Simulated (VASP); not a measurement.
Given:

```xyz
3
Lattice="4.0837 0.0000 0.0000 -2.0419 3.5366 0.0000 0.0000 0.0000 3.7053" Properties=species:S:1:pos:R:3 pbc="T T T"
S      2.0419     3.5366     3.7053
Ag     0.0000     2.3577     1.0574
Ag     2.0419     1.1789     2.6479
```

Computed with PBEsol GGA, VASP's PBE PAW potentials (set 64) (plane waves; VASP). Settings: 400 eV cut-off, 10×10×9 Γ-centred mesh, tetrahedra with Blöchl corrections, potentials S Ag.

Q: Tabulate the total density of states (states/eV per cell) against energy (eV; zero at the valence-band maximum or, without a gap, the Fermi level).

A: 
| E (eV) | DOS (states/eV) |
|---|---|
| -9.98 | 0.00 |
| -9.38 | 0.00 |
| -8.90 | 0.00 |
| -8.30 | 0.00 |
| -7.70 | 0.00 |
| -7.22 | 0.00 |
| -6.62 | 0.74 |
| -6.02 | 2.56 |
| -5.54 | 3.12 |
| -4.94 | 6.40 |
| -4.34 | 7.64 |
| -3.86 | 13.8 |
| -3.26 | 4.75 |
| -2.66 | 1.38 |
| -2.18 | 1.32 |
| -1.58 | 1.32 |
| -0.98 | 2.12 |
| -0.50 | 1.26 |
| 0.10 | 0.29 |
| 0.70 | 0.59 |
| 1.18 | 0.90 |
| 1.78 | 1.34 |
| 2.38 | 0.46 |
| 2.86 | 0.74 |
| 3.46 | 1.46 |
Within 2 eV below the Fermi level the largest weight inside VASP's projection spheres is Ag d, then S p.

The structure was generated: Ag2S was put into the CdI2 type (P-3m1), which need not be its known phase. It was relaxed first, which changed the volume by -17 %.
